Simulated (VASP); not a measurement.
# TaTi3 under changes of volume

One of the cells (18.003 Å³/atom); the others are scaled copies at fixed shape and fractional positions:

```
Ta Ti
1.0
     4.16043    0.00000    0.00000
     0.00000    4.16043    0.00000
     0.00000    0.00000    4.16043
Ta Ti
1 3
Direct
  0.00000 0.00000 0.00000
  0.50000 0.50000 0.00000
  0.50000 0.00000 0.50000
  0.00000 0.50000 0.50000
```

The cell comes from a database or a generator and needn't be the stable form of this composition.

| Property | Result |
| --- | --- |
| Program | VASP 6.6.1 |
| Functional | PBEsol |
| Potentials or basis | VASP PAW PBE potentials, release 64 (Ta_pv, Ti_sv) |
| Cutoff | 520 eV |
| k mesh | 7 × 7 × 7 |
| Occupations | fermi-dirac, width 0.05 eV |
| Spin | no spin polarisation |

```tsv
volume (Å³/atom)	energy over the lowest point (meV/atom)	pressure (GPa)
16.591	?	?
16.944	0.00	0.1
17.297	2.63	-2.6
18.003	24.41	-7.3
18.356	42.66	-9.3
18.709	65.28	-11.2
```

Question: What does the run at 16.591 Å³/atom give?

Answer: Energy over the lowest point 3.51 meV/atom; pressure 3.1 GPa.

Worked out: A Birch-Murnaghan fit of order 3 (a polynomial in V^(-2/3)) to the other rows has its minimum at 16.97 Å³/atom with B0 = V·E''(V) = 134 GPa and B' = 3.2. It gives 3.55 meV/atom at 16.591 Å³/atom, against the run's 3.51, and -dE/dV = 3.1 GPa, against 3.1.

Energies are extrapolated to zero smearing.

Caveats: the PAW data sets were made with another functional, which shifts forces and pressure a little.
